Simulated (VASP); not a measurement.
Runs of VASP 6.6.1 on Ti. Symmetry: P6_3/mmc, No. 194, hexagonal system. The conventional cell has a = 2.898 Å, b = 2.898 Å, c = 4.587 Å, α = 90.00°, β = 90.00°, γ = 120.00°. Ti (site symmetry -6m2) has 12 Ti at 2.84 to 2.90 Å as nearest neighbours. 

```csv
level,k mesh,cutoff (eV),smearing,gap on the mesh (eV),pressure (GPa)
PBEsol,18 × 18 × 10,520,gaussian 0.5 eV,none,0.8
PBEsol,18 × 18 × 10,900,gaussian 0.1 eV,none,(a)
PBEsol,27 × 27 × 14,520,gaussian 0.1 eV,none,0.0
PBEsol,18 × 18 × 10,700,gaussian 0.1 eV,none,0.0
r2SCAN,18 × 18 × 10,520,gaussian 0.1 eV,none,4.9
```

Alike in all rows: task single point; potentials or basis VASP PAW PBE potentials, release 64 (Ti_sv); no spin polarisation; cell as given.

Fill in the values left out.

(a) 0.1.

Caveats: the PAW data sets were made with another functional, which shifts forces and pressure a little.

A gap of «none» marks a metal or a gap under the smearing width.
